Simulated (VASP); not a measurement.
# NaLi, self-consistent run: which settings are enough?

NaLi, molecule in box, 2 atoms in the cell. AM05; PAW potentials Li_sv, Na_pv (PBE set). VASP 6.6.1.

Wanted: energy within 1 meV/atom.

What the run is for: comparing ways to reach the ground state; Accuracy asked: standard.

POSCAR:
```
NaLi
1.0
    9.0000000000      0.0000000000      0.0000000000
    0.0000000000      9.0000000000      0.0000000000
    0.0000000000      0.0000000000     12.0000000000
Li Na
1 1
Direct
    0.5014444400      0.5023333300      0.3857500000
    0.5014444400      0.5023333300      0.6199166700
```

## Way to the ground state (with a PBE run first, the time holds both)

| Way to the ground state (with a PBE run first, the time holds both) | Energy less reference (meV/atom) | Time (s) |
|---|---|---|
| PBE orbitals, then all bands at once (ALGO All, ISEARCH 1): 20 + 17 SCF iterations | 0.0 | 239 |
| plain run (ALGO Normal): 100 SCF iterations | no result | 772 |
| PBE orbitals, then ALGO Normal: 20 + 100 SCF iterations | no result | 799 |
| ALGO Fast: 100 SCF iterations | no result | 859 |
| all bands at once from scratch: 21 SCF iterations | 0.0 | 215 |

Chosen: all bands at once from scratch: 21 SCF iterations, the fastest of those that reach the lowest result within the tolerance.

## The input

INCAR:
```
GGA = AM ; ISMEAR = 0
SIGMA = 0.03 ; LWAVE = F
LCHARG = F ; ISIF = 0
NELM = 100 ; ALGO = All
PREC = Accurate ; LASPH = T
LREAL = F ; EDIFF = 1E-6
GGA_COMPAT = F ; ENCUT = 650
EFERMI = MIDGAP ; NELMDL = -8
ISEARCH = 1
```

KPOINTS:
```
k-points
0
Gamma
  1 1 1
```

Commands:
```
cat potpaw_PBE.64/Li_sv/POTCAR potpaw_PBE.64/Na_pv/POTCAR > POTCAR
mpirun -np 1 vasp_gam > vasp.out
```

The chosen input took VASP 6.6.1 215 s on 1 core (Intel Xeon Platinum 8259CL @ 2.50GHz (Skylake/Cascade Lake)), a shared host.
